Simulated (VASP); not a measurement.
Method: PBE GGA, VASP's PBE PAW potentials (set 64) (plane waves; VASP 6.6.1).

VASP ran on this input.

**POSCAR**
```
Cu
1
    0.0000000000     1.7689000000     1.7689000000
    1.7689000000     0.0000000000     1.7689000000
    1.7689000000     1.7689000000     0.0000000000
Cu
1
Direct
  0.0000000000   0.0000000000   0.0000000000
```

KPOINTS:
```
Automatic mesh
0
Gamma
21 21 21
0 0 0
```

### INCAR
```
SYSTEM = Cu
PREC = Accurate
ENCUT = 300
EDIFF = 1E-6
NELM = 100
ALGO = Normal
LREAL = .FALSE.
LASPH = .TRUE.
ISMEAR = -1
SIGMA = 0.136
GGA = PE
LMAXMIX = 4
LWAVE = .FALSE.
LCHARG = .FALSE.
ISIF = 2
```

POTCAR, in this order: Cu (PBE.64 set). Program: vasp_std.

Output

**OSZICAR**
```
       N       E                     dE             d eps       ncg     rms          rms(c)
DAV:   1     0.257665770477E+02    0.25767E+02   -0.42029E+03  5350   0.137E+03
DAV:   2    -0.439891169425E+01   -0.30165E+02   -0.28445E+02  5156   0.166E+02
DAV:   3    -0.462979216080E+01   -0.23088E+00   -0.23056E+00  6155   0.202E+01
DAV:   4    -0.463115950029E+01   -0.13673E-02   -0.13673E-02  6103   0.138E+00
DAV:   5    -0.463117427473E+01   -0.14774E-04   -0.14775E-04  5986   0.122E-01    0.778E+00
DAV:   6    -0.402965070154E+01    0.60152E+00   -0.15882E+01  5403   0.887E+01    0.353E+00
DAV:   7    -0.371297494753E+01    0.31668E+00   -0.23234E+00  5470   0.334E+01    0.641E-01
DAV:   8    -0.369978314281E+01    0.13192E-01   -0.46903E-03  6808   0.867E-01    0.257E-01
DAV:   9    -0.369860412360E+01    0.11790E-02   -0.78327E-03  5698   0.182E+00    0.272E-02
DAV:  10    -0.369860950030E+01   -0.53767E-05   -0.25458E-05  7444   0.955E-02    0.842E-03
DAV:  11    -0.369860786795E+01    0.16324E-05   -0.12336E-06  3605   0.232E-02    0.229E-04
DAV:  12    -0.369860802369E+01   -0.15574E-06   -0.37353E-08  2772   0.246E-03
   1 F= -.36986080E+01 E0= -.36894377E+01  d E =-.183407E-01
```

### OUTCAR
```
------------------------ aborting loop because EDIFF is reached ----------------------------------------
  FORCE on cell =-STRESS in cart. coord.  units (eV):
  Direction    XX          YY          ZZ          XY          YZ          ZX
  --------------------------------------------------------------------------------------
  Total        0.7297372      0.7297372      0.7297372      0.0000000      0.0000000      0.0000000
  in kB      105.6178224    105.6178224    105.6178224      0.0000000      0.0000000      0.0000000
  external PRESSURE =     105.6178224 kB  Pullay stress =       0.0000000 kB
  volume of cell :       11.07
      direct lattice vectors                 reciprocal lattice vectors
     0.000000000  1.768900000  1.768900000    -0.282661541  0.282661541  0.282661541
     1.768900000  0.000000000  1.768900000     0.282661541 -0.282661541  0.282661541
     1.768900000  1.768900000  0.000000000     0.282661541  0.282661541 -0.282661541
 POSITION                                       TOTAL-FORCE (eV/Angst)
 -----------------------------------------------------------------------------------
      0.00000      0.00000      0.00000        -0.000000      0.000000     -0.000000
 -----------------------------------------------------------------------------------
    total drift:                               -0.000000     -0.000000      0.000000
  FREE ENERGIE OF THE ION-ELECTRON SYSTEM (eV)
  ---------------------------------------------------
  free  energy   TOTEN  =        -3.6986080237 eV

  energy  without entropy=       -3.6802673413  energy(sigma->0) =       -3.68943768
```
(Selected blocks of OUTCAR.)

OUTCAR:
```
 val. band max:        8.3921354703   @ k =   0.4762   0.2857   0.0476

 cond. band min:       8.4740334619   @ k =  -0.3333   0.1905   0.0000


 Fermi energy:         8.4535310183

 k-point     1 :       0.0000    0.0000    0.0000
  band No.  band energies     occupation
      1      -1.4416      2.00000
      2       5.1770      2.00000
      3       5.1770      2.00000
      4       5.1770      2.00000
      5       6.0849      2.00000
      6       6.0849      2.00000
      7      31.5331      0.00000
      8      34.6818      0.00000
      9      34.6818      0.00000

 k-point     2 :       0.0476    0.0000    0.0000
  band No.  band energies     occupation
      1      -1.3549      2.00000
      2       5.1573      2.00000
      3       5.1945      2.00000
      4       5.1945      2.00000
      5       6.0779      2.00000
      6       6.0779      2.00000
      7      31.1512      0.00000
      8      33.4194      0.00000
      9      34.3983      0.00000

 k-point     3 :       0.0952    0.0000    0.0000
  band No.  band energies     occupation
      1      -1.0970      2.00000
      2       5.1039      2.00000
      3       5.2418      2.00000
      4       5.2418      2.00000
      5       6.0619      2.00000
      6       6.0619      2.00000
      7      29.4444      0.00000
      8      32.5201      0.00000
      9      33.8338      0.00000

 k-point     4 :       0.1429    0.0000    0.0000
  band No.  band energies     occupation
      1      -0.6753      2.00000
      2       5.0238      2.00000
      3       5.3042      2.00000
      4       5.3042      2.00000
      5       6.0528      2.00000
      6       6.0528      2.00000
      7      26.9993      0.00000
      8      32.2226      0.00000
      9      33.2580      0.00000

 k-point     5 :       0.1905    0.0000    0.0000
  band No.  band energies     occupation
      1      -0.1048      2.00000
      2       4.9423      2.00000
      3       5.3497      2.00000
...
```

At this cut-off the stress carries a Pulay error, which pulls relaxed volumes low.

The structure is a typed Cu crystal. The cell was not relaxed at this level, and its volume differs by -5.9 % from the start's.
